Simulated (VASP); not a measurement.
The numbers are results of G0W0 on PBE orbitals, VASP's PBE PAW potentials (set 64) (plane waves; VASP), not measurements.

VASP input:

INCAR:
```
LSPECTRALGW = .TRUE.
NBANDSGW = 12
SIGMA = 0.01
ENCUTGW = 300
SYSTEM = BAs
LREAL = .FALSE.
LASPH = .TRUE.
NELMGW = 1
ISMEAR = 0   ! Gaussian
GGA = PE
LWAVE = .FALSE.
LCHARG = .FALSE.
NOMEGA = 64
NBANDS = 320
ALGO = EVGW0
ENCUT = 500
PREC = Normal
```

**POSCAR**
```
BAs
1.0
  0.0000000000   2.3900000000   2.3900000000
  2.3900000000   0.0000000000   2.3900000000
  2.3900000000   2.3900000000   0.0000000000
B As
1 1
direct
  0.0000000000   0.0000000000   0.0000000000
  0.2500000000   0.2500000000   0.2500000000
```

KPOINTS:
```
K-points
0
gamma
 4 4 4
0 0 0
```

POTCAR, in this order: B_GW As_GW (PBE.64 set). Program: vasp_std. Read from the step before: WAVECAR, WAVEDER.

The run wrote:

**OSZICAR**
```
energies w=
    0.000    0.000    0.599    0.000    1.196    0.000    1.790    0.000
    2.381    0.000    2.966    0.000    3.546    0.000    4.118    0.000
    4.683    0.000    5.241    0.000    5.790    0.000    6.332    0.000
    6.867    0.000    7.394    0.000    7.915    0.000    8.430    0.000
    8.939    0.000    9.444    0.000    9.945    0.000   10.444    0.000
   10.940    0.000   11.437    0.000   11.934    0.000   12.432    0.000
   12.934    0.000   13.440    0.000   13.952    0.000   14.471    0.000
   15.000    0.000   15.539    0.000   16.090    0.000   16.658    0.000
   17.242    0.000   17.846    0.000   18.472    0.000   19.125    0.000
   19.808    0.000   20.525    0.000   21.280    0.000   22.080    0.000
   22.931    0.000   23.841    0.000   24.818    0.000   25.873    0.000
   27.018    0.000   28.270    0.000   29.646    0.000   31.171    0.000
   32.872    0.000   34.786    0.000   36.958    0.000   39.448    0.000
   42.336    0.000   45.728    0.000   49.771    0.000   54.673    0.000
   60.742    0.000   68.446    0.000   78.541    0.000   92.330    0.000
  112.261    0.000  143.549    0.000  199.624    0.000  328.820    0.000
NQ=   1    0.0000    0.0000    0.0000,
 performed        223000 updates of chi_q(r,r)
NQ=   2    0.2500    0.0000    0.0000,
 performed        661000 updates of chi_q(r,r)
NQ=   3    0.5000    0.0000    0.0000,
 performed       1037000 updates of chi_q(r,r)
NQ=   4    0.2500    0.2500    0.0000,
 performed       1475000 updates of chi_q(r,r)
NQ=   5    0.5000    0.2500    0.0000,
 performed       2082000 updates of chi_q(r,r)
NQ=   6   -0.2500    0.2500    0.0000,
 performed       2627000 updates of chi_q(r,r)
NQ=   7    0.5000    0.5000    0.0000,
 performed       2957000 updates of chi_q(r,r)
NQ=   8   -0.2500    0.5000    0.2500,
 performed       3379000 updates of chi_q(r,r)
 resolving degeneracies of screened two electron integrals
```

**OUTCAR**
```


 k-point   1 :       0.0000    0.0000    0.0000
  band No.  KS-energies  QP-energies   sigma(KS)   V_xc(KS)     V^pw_x(r,r')   Z            occupation Imag(sigma)

      1      -9.2164     -10.1093     -12.8838     -11.6469     -19.5729       0.7219       2.0000       1.2253
      2       6.1827       5.4940     -13.4657     -12.5917     -14.3070       0.7880       2.0000       0.0405
      3       6.1827       5.4940     -13.4657     -12.5917     -14.3070       0.7880       2.0000       0.0405
      4       6.1827       5.4940     -13.4657     -12.5917     -14.3070       0.7880       2.0000       0.0405
      5       9.4395       9.5968     -11.1766     -11.3769      -6.5768       0.7851       0.0000      -0.0703
      6       9.4395       9.5968     -11.1766     -11.3769      -6.5768       0.7851       0.0000      -0.0703
      7       9.4395       9.5968     -11.1766     -11.3769      -6.5768       0.7851       0.0000      -0.0703
      8      10.8218      11.1694     -12.1500     -12.6081      -6.4580       0.7587       0.0000      -0.1067
      9      15.7379      15.6018      -9.0618      -8.8890      -3.0314       0.7877       0.0000      -0.2668
     10      19.1018      18.9900     -10.5456     -10.4014      -4.3606       0.7758       0.0000      -0.3202
     11      19.1018      18.9900     -10.5456     -10.4014      -4.3606       0.7758       0.0000      -0.3202
     12      20.5156      20.4274      -9.1180      -9.0057      -2.4923       0.7856       0.0000      -0.5176

 k-point   2 :       0.2500    0.0000    0.0000
  band No.  KS-energies  QP-energies   sigma(KS)   V_xc(KS)     V^pw_x(r,r')   Z            occupation Imag(sigma)

      1      -8.2157      -9.0430     -12.9102     -11.7454     -19.2691       0.7103       2.0000       1.0756
      2       1.2400       0.4479     -12.8639     -11.8164     -15.3152       0.7561       2.0000       0.1190
      3       5.0318       4.3311     -13.2416     -12.3485     -14.4100       0.7847       2.0000       0.0486
      4       5.0318       4.3311     -13.2416     -12.3485     -14.4100       0.7847       2.0000       0.0486
      5       9.2218       9.3666     -11.4204     -11.6061      -6.5563       0.7796       0.0000      -0.0750
      6      10.8151      10.9742     -11.2230     -11.4278      -6.2004       0.7769       0.0000      -0.0905
      7      10.8151      10.9742     -11.2230     -11.4278      -6.2004       0.7769       0.0000      -0.0905
      8      14.0613      14.2474     -11.5012     -11.7498      -5.1356       0.7485       0.0000      -0.2073
      9      17.3837      17.2687      -9.9825      -9.8349      -3.9818       0.7796       0.0000      -0.2917
     10      17.3837      17.2687      -9.9825      -9.8349      -3.9818       0.7796       0.0000      -0.2917
     11      17.4473      17.3531      -9.2003      -9.0793      -2.9614       0.7778       0.0000      -0.3365
     12      20.8435      20.8140      -9.8730      -9.8345      -2.9947       0.7633       0.0000      -0.5445

 k-point   3 :       0.5000    0.0000    0.0000
  band No.  KS-energies  QP-energies   sigma(KS)   V_xc(KS)     V^pw_x(r,r')   Z            occupation Imag(sigma)

      1      -6.3482      -7.1169     -13.1794     -12.1273     -18.8289       0.7306       2.0000       0.8208
      2      -2.6050      -3.4504     -12.4163     -11.2484     -16.6062       0.7239       2.0000       0.3732
      3       4.3595       3.6266     -13.2642     -12.3238     -14.7380       0.7793       2.0000       0.0563
      4       4.3595       3.6266     -13.2642     -12.3238     -14.7380       0.7793       2.0000       0.0563
      5       8.8466       8.9601     -11.4603     -11.6056      -6.6325       0.7812       0.0000      -0.0719
      6      10.9427      11.0539     -10.7275     -10.8693      -5.6535       0.7836       0.0000      -0.0946
      7      10.9427      11.0539     -10.7275     -10.8693      -5.6535       0.7836       0.0000      -0.0946
      8      15.0358      15.0020      -9.6557      -9.6113      -3.2567       0.7593       0.0000      -0.2486
      9      18.8801      18.9483     -10.3021     -10.3926      -3.3576       0.7531       0.0000      -0.4193
     10      20.7209      20.7350     -10.6352     -10.6538      -3.5476       0.7569       0.0000      -0.5668
     11      20.7209      20.7350     -10.6352     -10.6538      -3.5476       0.7569       0.0000      -0.5668
     12      22.4382      22.5184     -11.3672     -11.4742      -3.7320       0.7500       0.0000      -0.8087

 k-point   4 :       0.2500    0.2500    0.0000
  band No.  KS-energies  QP-energies   sigma(KS)   V_xc(KS)     V^pw_x(r,r')   Z            occupation Imag(sigma)

      1      -7.8712      -8.6758     -12.8974     -11.7712     -19.1513       0.7144       2.0000       1.0310
      2       2.0790       1.2955     -13.4444     -12.4184     -15.6240       0.7635       2.0000       0.0993
      3       3.4754       2.7311     -12.9288     -11.9680     -14.6021       0.7747       2.0000       0.0659
      4       3.4754       2.7311     -12.9288     -11.9680     -14.6021       0.7747       2.0000       0.0659
      5       7.8230       7.8290     -10.6020     -10.6095      -6.2509       0.7932       0.0000      -0.0611
      6      10.6803      10.7244     -10.3005     -10.3570      -5.0859       0.7817       0.0000      -0.0951
      7      13.5565      13.7695     -11.7187     -11.9983      -5.8330       0.7617       0.0000      -0.1725
      8      13.5565      13.7695     -11.7187     -11.9983      -5.8330       0.7617       0.0000      -0.1725
      9      16.4333      16.5181     -11.2229     -11.3345      -4.6689       0.7600       0.0000      -0.3126
     10      19.9712      20.0374      -9.9662     -10.0522      -3.2500       0.7698       0.0000      -0.4873
     11      20.5919      20.4974     -10.5597     -10.4378      -4.0759       0.7753       0.0000      -0.4448
     12      23.4531      23.2822      -9.4384      -9.2159      -2.4138       0.7679       0.0000      -0.7514

 k-point   5 :       0.5000    0.2500    0.0000
  band No.  KS-energies  QP-energies   sigma(KS)   V_xc(KS)     V^pw_x(r,r')   Z            occupation Imag(sigma)

      1      -5.9426      -6.6919     -13.1267     -12.0937     -18.6055       0.7253       2.0000       0.7503
      2      -1.5371      -2.3913     -12.9380     -11.7715     -16.7288       0.7323       2.0000       0.2859
      3       1.4447       0.6435     -12.5833     -11.5363     -14.8606       0.7652       2.0000       0.1112
      4       3.0031       2.2359     -12.9649     -11.9690     -14.8574       0.7703       2.0000       0.0736
      5       8.5552       8.5433     -10.3594     -10.3443      -5.7493       0.7916       0.0000      -0.0683
      6      12.0073      12.1636     -10.9414     -11.1446      -5.3194       0.7693       0.0000      -0.1260
      7      13.8324      13.9114     -11.2096     -11.3131      -5.3462       0.7636       0.0000      -0.1740
      8      14.0684      14.2444     -11.2762     -11.5079      -5.2235       0.7596       0.0000      -0.1952
      9      18.1582      18.2439     -11.0549     -11.1693      -3.9246       0.7494       0.0000      -0.4346
     10      21.1551      21.0847     -10.6290     -10.5381      -3.6414       0.7738       0.0000      -0.5835
     11      21.8814      21.9423     -10.6614     -10.7417      -3.3154       0.7584       0.0000      -0.6931
     12      23.2257      23.1728     -10.2085     -10.1384      -3.0999       0.7551       0.0000      -0.7143

 k-point   6 :      -0.2500    0.2500    0.0000
  band No.  KS-energies  QP-energies   sigma(KS)   V_xc(KS)     V^pw_x(r,r')   Z            occupation Imag(sigma)

      1      -6.6990      -7.4912     -13.0396     -11.9528     -18.8258       0.7289       2.0000       0.8658
      2      -0.4631      -1.2899     -13.1075     -11.9855     -16.4151       0.7369       2.0000       0.2061
      3       1.0885       0.2857     -12.3762     -11.3209     -14.7657       0.7607       2.0000       0.1199
      4       4.2127       3.4805     -13.1658     -12.2265     -14.6166       0.7795       2.0000       0.0567
      5       9.6750       9.7696     -10.7749     -10.8956      -5.8645       0.7836       0.0000      -0.0787
      6      12.2729      12.4855     -11.2545     -11.5328      -5.6350       0.7641       0.0000      -0.1341
      7      13.1262      13.3208     -11.2334     -11.4871      -5.4406       0.7668       0.0000      -0.1527
      8      13.5512      13.6172     -11.2103     -11.2975      -5.1737       0.7568       0.0000      -0.1767
      9      16.5221      16.3698      -9.9522      -9.7589      -4.1999       0.7882       0.0000      -0.2431
     10      18.3017      18.2934     -10.5102     -10.4993      -3.6980       0.7552       0.0000      -0.4170
     11      21.7776      21.8978     -10.8196     -10.9786      -3.3439       0.7563       0.0000      -0.7060
     12      23.5025      23.2977      -9.6461      -9.3778      -2.6779       0.7634       0.0000      -0.6694

 k-point   7 :       0.5000    0.5000    0.0000
  band No.  KS-energies  QP-energies   sigma(KS)   V_xc(KS)     V^pw_x(r,r')   Z            occupation Imag(sigma)

      1      -5.0332      -5.7158     -13.1859     -12.2448     -18.2260       0.7253       2.0000       0.6031
      2      -2.3457      -3.2317     -13.0707     -11.8321     -17.3669       0.7154       2.0000       0.3703
      3       2.1001       1.3097     -12.8687     -11.8325     -15.1095       0.7628       2.0000       0.0905
      4       2.1001       1.3097     -12.8687     -11.8325     -15.1095       0.7628       2.0000       0.0905
      5       7.5962       7.4519     -10.2291     -10.0477      -5.8207       0.7953       0.0000      -0.0627
      6       7.6077       7.5977     -10.0128     -10.0003      -5.5888       0.7994       0.0000      -0.0622
      7      17.5233      17.7755     -11.9702     -12.3151      -4.4983       0.7314       0.0000      -0.4603
      8      17.5233      17.7755     -11.9702     -12.3151      -4.4983       0.7314       0.0000      -0.4603
      9      19.0321      19.2396     -11.4018     -11.6832      -3.8665       0.7374       0.0000      -0.5082
...
```
(Selected blocks of OUTCAR.)

The mesh is coarse and the basis finite, so the quasiparticle values are not converged.

The compound is BAs in the zinc blende structure. The cell was not relaxed at this level. The k-mesh is coarse (spacing up to 0.57 per Å, 2π included), so the numbers may not be converged in it.
